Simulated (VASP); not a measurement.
Method: r2SCAN meta-GGA, VASP's PBE PAW potentials (set 64) (plane waves; VASP).

Input for VASP

### KPOINTS
```
Automatic mesh
0
G
 11 11 6
0 0 0
```

**POSCAR**
```
Dy
1
    1.7950000000    -3.1090310000     0.0000000000
    1.7950000000     3.1090310000     0.0000000000
    0.0000000000     0.0000000000     5.6500000000
Dy
2
Direct
  0.3333330000   0.6666670000   0.2500000000
  0.6666670000   0.3333330000   0.7500000000
```

### INCAR
```
SYSTEM = Dy
PREC = Accurate; ENCUT = 400; LREAL = .FALSE.
LASPH = .TRUE.
EDIFF = 1E-6; NELM = 100; ALGO = Normal
LMAXMIX = 6; LMIXTAU = .TRUE.
ISMEAR = 1; SIGMA = 0.1
METAGGA = R2SCAN
IBRION = 2; NSW = 60; ISIF = 3
EDIFFG = -0.01
LWAVE = .FALSE.; LCHARG = .FALSE.
```

POTCAR, in this order: Dy_3 (PBE.64 set). Program: vasp_std.

Output of the run:

File OUTCAR:
```
 ion  position               nearest neighbor table
   1  0.333  0.667  0.250-   2 3.50   2 3.50   2 3.50   2 3.50   2 3.50   2 3.50
   2  0.667  0.333  0.750-   1 3.50   1 3.50   1 3.50   1 3.50   1 3.50   1 3.50
  LATTYP: Found a hexagonal cell.
 ALAT       =     3.5899998272
 C/A-ratio  =     1.5738162318
 Subroutine PRICEL returns:
 Original cell was already a primitive cell.
 Subroutine GETGRP returns: Found 24 space group operations
The static configuration has the point symmetry D_3d.
 The point group associated with its full space group is D_6h.
The dynamic configuration has the point symmetry D_3d.
 Subroutine INISYM returns: Found 24 space group operations
 Subroutine IBZKPT returns following result:
 Found     64 irreducible k-points:

 Following reciprocal coordinates:
            Coordinates               Weight
  0.000000  0.000000  0.000000      1.000000
  0.090909  0.000000  0.000000      6.000000
  0.181818 -0.000000  0.000000      6.000000
  0.272727  0.000000  0.000000      6.000000
  0.363636 -0.000000  0.000000      6.000000
  0.454545 -0.000000  0.000000      6.000000
  0.090909  0.090909  0.000000      6.000000
  0.181818  0.090909  0.000000     12.000000
  0.272727  0.090909  0.000000     12.000000
  0.363636  0.090909  0.000000     12.000000
  0.454545  0.090909  0.000000      6.000000
  0.181818  0.181818  0.000000      6.000000
  0.272727  0.181818  0.000000     12.000000
  0.363636  0.181818  0.000000     12.000000
  0.272727  0.272727  0.000000      6.000000
  0.363636  0.272727  0.000000      6.000000
  0.000000  0.000000  0.166667      2.000000
  0.090909  0.000000  0.166667     12.000000
  0.181818 -0.000000  0.166667     12.000000
  0.272727  0.000000  0.166667     12.000000
  0.363636 -0.000000  0.166667     12.000000
  0.454545 -0.000000  0.166667     12.000000
  0.090909  0.090909  0.166667     12.000000
  0.181818  0.090909  0.166667     24.000000
  0.272727  0.090909  0.166667     24.000000
  0.363636  0.090909  0.166667     24.000000
  0.454545  0.090909  0.166667     12.000000
  0.181818  0.181818  0.166667     12.000000
  0.272727  0.181818  0.166667     24.000000
  0.363636  0.181818  0.166667     24.000000
  0.272727  0.272727  0.166667     12.000000
  0.363636  0.272727  0.166667     12.000000
  0.000000  0.000000  0.333333      2.000000
  0.090909  0.000000  0.333333     12.000000
  0.181818 -0.000000  0.333333     12.000000
  0.272727  0.000000  0.333333     12.000000
  0.363636 -0.000000  0.333333     12.000000
  0.454545 -0.000000  0.333333     12.000000
  0.090909  0.090909  0.333333     12.000000
  0.181818  0.090909  0.333333     24.000000
   k-points           NKPTS =     64   k-points in BZ     NKDIM =     64   number of bands    NBANDS=     13
   number of dos      NEDOS =    301   number of ions     NIONS =      2
   total plane-waves  NPLWV =  23040
   dimension x,y,z NGX =    24 NGY =   24 NGZ =   40
   dimension x,y,z NGXF=    48 NGYF=   48 NGZF=   80
   ions per type =               2
   PREC   = accura    normal or accurate (medium, high low for compatibility)
   ISTART =      0    job   : 0-new  1-cont  2-samecut
   ICHARG =      2    charge: 1-file 2-atom 10-const
   ISPIN  =      1    spin polarized calculation?
   LNONCOLLINEAR =      F non collinear calculations
   LSORBIT =      F    spin-orbit coupling
   INIWAV =      1    electr: 0-lowe 1-rand  2-diag
   ENCUT  =  400.0 eV  29.40 Ry    5.42 a.u.   5.85  5.85  9.21*2*pi/ulx,y,z
   NELM   =    100;   NELMIN=  2; NELMDL= -5     # of ELM steps
   EDIFF  = 0.1E-05   stopping-criterion for ELM
   LREAL  =      F    real-space projection
...
```

**OSZICAR**
```
       N       E                     dE             d eps       ncg     rms          rms(c)
DAV:   1    -0.135513982730E+02   -0.13551E+02   -0.81225E+03  1672   0.108E+03
DAV:   2    -0.633944067499E+02   -0.49843E+02   -0.48817E+02  1689   0.280E+02
DAV:   3    -0.661704699428E+02   -0.27761E+01   -0.25752E+01  2331   0.368E+01
DAV:   4    -0.662714226188E+02   -0.10095E+00   -0.98967E-01  2062   0.746E+00
DAV:   5    -0.662759091672E+02   -0.44865E-02   -0.44839E-02  2397   0.114E+00    0.293E+01
DAV:   6    -0.642582219722E+02    0.20177E+01   -0.41679E-01  1789   0.722E+00    0.158E+01
DAV:   7    -0.627467228897E+02    0.15115E+01   -0.57179E-01  2441   0.772E+00    0.148E+00
DAV:   8    -0.640545094631E+02   -0.13078E+01   -0.52711E-01  2373   0.657E+00    0.342E+00
DAV:   9    -0.641366191628E+02   -0.82110E-01   -0.20453E-02  1864   0.130E+00    0.102E+00
DAV:  10    -0.639022726359E+02    0.23435E+00   -0.73426E-02  1674   0.334E+00    0.161E+00
DAV:  11    -0.639058940328E+02   -0.36214E-02   -0.13254E-03  2155   0.405E-01    0.154E+00
DAV:  12    -0.639184096725E+02   -0.12516E-01   -0.19965E-02  1664   0.149E+00    0.113E+00
DAV:  13    -0.639408594814E+02   -0.22450E-01   -0.11072E-02  1689   0.117E+00    0.509E-01
DAV:  14    -0.639411356187E+02   -0.27614E-03   -0.40380E-04  2214   0.216E-01    0.376E-01
DAV:  15    -0.639434113577E+02   -0.22757E-02   -0.22959E-03  1674   0.479E-01    0.187E-01
DAV:  16    -0.639434413213E+02   -0.29964E-04   -0.54312E-05  2500   0.832E-02    0.184E-01
DAV:  17    -0.639434624406E+02   -0.21119E-04   -0.12729E-04  1689   0.141E-01    0.694E-02
DAV:  18    -0.639434776165E+02   -0.15176E-04   -0.12162E-04  1794   0.958E-02    0.489E-02
DAV:  19    -0.639434845218E+02   -0.69053E-05   -0.20808E-05  1729   0.441E-02    0.495E-02
DAV:  20    -0.639434654219E+02    0.19100E-04   -0.71160E-06  1934   0.309E-02    0.407E-02
DAV:  21    -0.639434752381E+02   -0.98162E-05   -0.56895E-06  1794   0.234E-02    0.115E-02
DAV:  22    -0.639434609779E+02    0.14260E-04   -0.20019E-06  1671   0.167E-02    0.194E-02
DAV:  23    -0.639434697137E+02   -0.87358E-05   -0.67596E-07   887   0.933E-03    0.392E-03
DAV:  24    -0.639434659080E+02    0.38057E-05   -0.46268E-07   867   0.762E-03    0.234E-03
DAV:  25    -0.639434681172E+02   -0.22092E-05   -0.59353E-08   862   0.293E-03    0.246E-03
DAV:  26    -0.639434682932E+02   -0.17598E-06   -0.88200E-08   852   0.248E-03
   1 F= -.63943468E+02 E0= -.63944422E+02  d E =-.639435E+02
       N       E                     dE             d eps       ncg     rms          rms(c)
DAV:   1    -0.639771161343E+02   -0.33648E-01   -0.98808E-01  1664   0.806E+00    0.128E+00
DAV:   2    -0.639581680610E+02    0.18948E-01   -0.53202E-02  1884   0.244E+00    0.508E-01
DAV:   3    -0.639516583045E+02    0.65098E-02   -0.11549E-02  2451   0.974E-01    0.223E-01
DAV:   4    -0.639501982152E+02    0.14601E-02   -0.54888E-03  2232   0.634E-01    0.128E-01
DAV:   5    -0.639502772712E+02   -0.79056E-04   -0.79562E-04  1674   0.272E-01    0.751E-02
DAV:   6    -0.639502794904E+02   -0.22193E-05   -0.26547E-04  1674   0.163E-01    0.215E-02
DAV:   7    -0.639502632765E+02    0.16214E-04   -0.12289E-04  1674   0.115E-01    0.683E-03
DAV:   8    -0.639502718272E+02   -0.85508E-05   -0.36807E-06  2234   0.176E-02    0.503E-03
DAV:   9    -0.639502695498E+02    0.22774E-05   -0.55072E-07   932   0.736E-03    0.913E-04
DAV:  10    -0.639502736417E+02   -0.40919E-05   -0.28472E-07   832   0.548E-03    0.420E-04
DAV:  11    -0.639502723887E+02    0.12530E-05   -0.54059E-08   832   0.245E-03    0.335E-04
DAV:  12    -0.639502729401E+02   -0.55139E-06   -0.15143E-08   832   0.141E-03
   2 F= -.63950273E+02 E0= -.63951303E+02  d E =-.680465E-02
       N       E                     dE             d eps       ncg     rms          rms(c)
DAV:   1    -0.639506624666E+02   -0.39008E-03   -0.11532E-02  1664   0.870E-01    0.142E-01
DAV:   2    -0.639504571683E+02    0.20530E-03   -0.60768E-04  1909   0.261E-01    0.533E-02
DAV:   3    -0.639503760734E+02    0.81095E-04   -0.13597E-04  2436   0.106E-01    0.227E-02
DAV:   4    -0.639503573689E+02    0.18705E-04   -0.61140E-05  2255   0.668E-02    0.133E-02
DAV:   5    -0.639503530816E+02    0.42873E-05   -0.10170E-05  1674   0.306E-02    0.766E-03
DAV:   6    -0.639503551800E+02   -0.20984E-05   -0.37918E-06  1664   0.193E-02    0.234E-03
DAV:   7    -0.639503521655E+02    0.30145E-05   -0.14315E-06  1214   0.126E-02    0.759E-04
DAV:   8    -0.639503528610E+02   -0.69544E-06   -0.46363E-08   832   0.261E-03
   3 F= -.63950353E+02 E0= -.63951374E+02  d E =-.688457E-02
       N       E                     dE             d eps       ncg     rms          rms(c)
DAV:   1    -0.639555114064E+02   -0.51592E-02   -0.20293E-01  1664   0.358E+00    0.396E-01
DAV:   2    -0.639525803386E+02    0.29311E-02   -0.83951E-03  2064   0.949E-01    0.216E-01
DAV:   3    -0.639518135682E+02    0.76677E-03   -0.13880E-03  2442   0.370E-01    0.101E-01
DAV:   4    -0.639515737742E+02    0.23979E-03   -0.72308E-04  2168   0.241E-01    0.556E-02
DAV:   5    -0.639516181758E+02   -0.44402E-04   -0.78976E-05  1714   0.917E-02    0.388E-02
DAV:   6    -0.639515919972E+02    0.26179E-04   -0.37129E-05  1674   0.660E-02    0.753E-03
DAV:   7    -0.639516263241E+02   -0.34327E-04   -0.40063E-05  1664   0.708E-02    0.375E-03
DAV:   8    -0.639516219216E+02    0.44025E-05   -0.95801E-07  1298   0.103E-02    0.289E-03
DAV:   9    -0.639516229972E+02   -0.10756E-05   -0.14963E-07   832   0.398E-03    0.416E-04
DAV:  10    -0.639516206603E+02    0.23369E-05   -0.15541E-07   832   0.437E-03    0.187E-04
DAV:  11    -0.639516211315E+02   -0.47119E-06   -0.24728E-08   832   0.178E-03
   4 F= -.63951621E+02 E0= -.63952807E+02  d E =-.126827E-02
       N       E                     dE             d eps       ncg     rms          rms(c)
DAV:   1    -0.639518576238E+02   -0.23696E-03   -0.99628E-03  1664   0.793E-01    0.893E-02
DAV:   2    -0.639517082361E+02    0.14939E-03   -0.41785E-04  2059   0.212E-01    0.464E-02
DAV:   3    -0.639516698123E+02    0.38424E-04   -0.70897E-05  2442   0.836E-02    0.208E-02
DAV:   4    -0.639516568402E+02    0.12972E-04   -0.34971E-05  2178   0.529E-02    0.120E-02
DAV:   5    -0.639516614542E+02   -0.46140E-05   -0.38833E-06  1671   0.204E-02    0.830E-03
DAV:   6    -0.639516573658E+02    0.40884E-05   -0.19340E-06  1400   0.153E-02    0.169E-03
DAV:   7    -0.639516629725E+02   -0.56066E-05   -0.19600E-06  1544   0.156E-02    0.825E-04
DAV:   8    -0.639516620427E+02    0.92978E-06   -0.49681E-08   832   0.252E-03
   5 F= -.63951662E+02 E0= -.63952880E+02  d E =-.130918E-02
       N       E                     dE             d eps       ncg     rms          rms(c)
DAV:   1    -0.639516640723E+02   -0.10999E-05   -0.12199E-04  1664   0.878E-02    0.992E-03
DAV:   2    -0.639516625484E+02    0.15239E-05   -0.51333E-06  1954   0.234E-02    0.505E-03
DAV:   3    -0.639516622080E+02    0.34037E-06   -0.73062E-07   832   0.952E-03
   6 F= -.63951662E+02 E0= -.63952877E+02  d E =-.130935E-02
```

OUTCAR:
```
------------------------ aborting loop because EDIFF is reached ----------------------------------------
  FORCE on cell =-STRESS in cart. coord.  units (eV):
  Direction    XX          YY          ZZ          XY          YZ          ZX
  --------------------------------------------------------------------------------------
  Total       -0.0184346     -0.0184346      0.0009407      0.0000000     -0.0000000     -0.0000000
  in kB       -0.4620723     -0.4620722      0.0235787      0.0000000     -0.0000000     -0.0000000
  external PRESSURE =      -0.3001886 kB  Pullay stress =       0.0000000 kB
  volume of cell :       63.92
      direct lattice vectors                 reciprocal lattice vectors
     1.819885160 -3.152133352  0.000000000     0.274742611 -0.158622731  0.000000000
     1.819885160  3.152133352 -0.000000000     0.274742611  0.158622731  0.000000000
    -0.000000000  0.000000000  5.571296950     0.000000000  0.000000000  0.179491420
 POSITION                                       TOTAL-FORCE (eV/Angst)
 -----------------------------------------------------------------------------------
      1.81989      1.05071      1.39282        -0.000000      0.000000      0.000000
      1.81989     -1.05071      4.17847         0.000000     -0.000000      0.000000
 -----------------------------------------------------------------------------------
    total drift:                                0.000000      0.000105     -0.000010
  FREE ENERGIE OF THE ION-ELECTRON SYSTEM (eV)
  ---------------------------------------------------
  free  energy   TOTEN  =       -63.9516622080 eV

  energy  without entropy=      -63.9553071056  energy(sigma->0) =      -63.95287717

 reached required accuracy - stopping structural energy minimisation
```
(Selected blocks of OUTCAR.)

### CONTCAR
```
Dy
   1.00000000000000
     1.8198851595008834   -3.1521333523196531    0.0000000000000000
     1.8198851595008834    3.1521333523196531   -0.0000000000000000
    -0.0000000000000000    0.0000000000000000    5.5712969503708480
  Dy
     2
Direct
     0.3333330000000032    0.6666669999999968    0.2500000000000000
     0.6666669999999968    0.3333330000000032    0.7500000000000000
```

OUTCAR:
```
 val. band max:        3.0376422687   @ k =   0.2727   0.0909   0.0000

 cond. band min:       3.0430164077   @ k =   0.3636  -0.0000   0.0000


 Fermi energy:         3.0422668842

 k-point     1 :       0.0000    0.0000    0.0000
  band No.  band energies     occupation
      1     -21.5361      2.00000
      2     -20.9543      2.00000
      3     -20.9543      2.00000
      4     -20.8347      2.00000
      5     -20.8347      2.00000
      6     -20.7790      2.00000
      7      -2.2743      2.00000
      8       0.8982      2.00000
      9       4.2933     -0.00000
     10       5.0297     -0.00000
     11       5.0298     -0.00000
     12       5.6641      0.00000
     13       5.8444      0.00000

 k-point     2 :       0.0909    0.0000    0.0000
  band No.  band energies     occupation
      1     -21.5182      2.00000
      2     -20.9877      2.00000
      3     -20.9664      2.00000
      4     -20.8704      2.00000
      5     -20.8383      2.00000
      6     -20.7884      2.00000
      7      -2.0766      2.00000
      8       1.0801      2.00000
      9       4.0656     -0.00000
     10       4.5699     -0.00000
     11       5.2176      0.00000
     12       5.6129      0.00000
     13       5.9941      0.00000

 k-point     3 :       0.1818   -0.0000    0.0000
  band No.  band energies     occupation
      1     -21.4672      2.00000
      2     -21.0779      2.00000
      3     -20.9973      2.00000
      4     -20.9630      2.00000
      5     -20.8491      2.00000
      6     -20.8163      2.00000
      7      -1.5157      2.00000
      8       1.5489      2.00000
      9       3.5156     -0.00000
     10       3.8556     -0.00000
     11       5.1407      0.00000
     12       5.5538      0.00000
     13       5.6026      0.00000

 k-point     4 :       0.2727    0.0000    0.0000
  band No.  band energies     occupation
      1     -21.3915      2.00000
      2     -21.1970      2.00000
      3     -21.0780      2.00000
...
```

The 4f electrons are frozen in the core of the lanthanide potential, so 4f levels, which can set the real gap, and their magnetism are missing.

The compound is Dy in the hcp structure. This run relaxes it. Symmetry was kept, so distortions that lower it aren't found.
